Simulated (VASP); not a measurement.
Here is the system:

```xyz
2
Lattice="0.0000 2.6747 2.6747 2.6747 0.0000 2.6747 2.6747 2.6747 0.0000" Properties=species:S:1:pos:R:3 pbc="T T T"
Ag     5.3493     5.3493     5.3493
Cl     2.6747     2.6747     2.6747
```

All values below come from LDA (Ceperley-Alder, Perdew-Zunger), VASP's LDA PAW potentials (set 64) (plane waves; VASP). Numerical set-up: 400 eV cut-off, 15×15×15 Γ-centred mesh, Gaussian smearing of 0.010 eV, potentials Ag Cl.

**Question.** Give the electronic dielectric tensor ε∞ (DFPT, local fields included).

**Answer.** 
```
5.77  0.00  0.00
0.00  5.77  0.00
0.00  0.00  5.77
```

**Question.** Give the Born effective charges.

**Answer.** 
```json
[
 {"atom": "Ag1", "Z*xx": "1.41", "Z*yy": "1.41", "Z*zz": "1.41", "mean": "1.41"},
 {"atom": "Cl2", "Z*xx": "-1.41", "Z*yy": "-1.41", "Z*zz": "-1.41", "mean": "-1.41"}
]
```

**Question.** And the static tensor with the ions free?

**Answer.** 
```
11.2  0.00  0.00
0.00  11.2  0.00
0.00  0.00  11.2
```

**Question.** Which frequencies do the optical Γ-point modes have (no LO-TO splitting)?

**Answer.** 132 (×3) cm⁻¹.

The compound is AgCl in the rock salt structure. It was relaxed first, which changed the volume by -10 %.
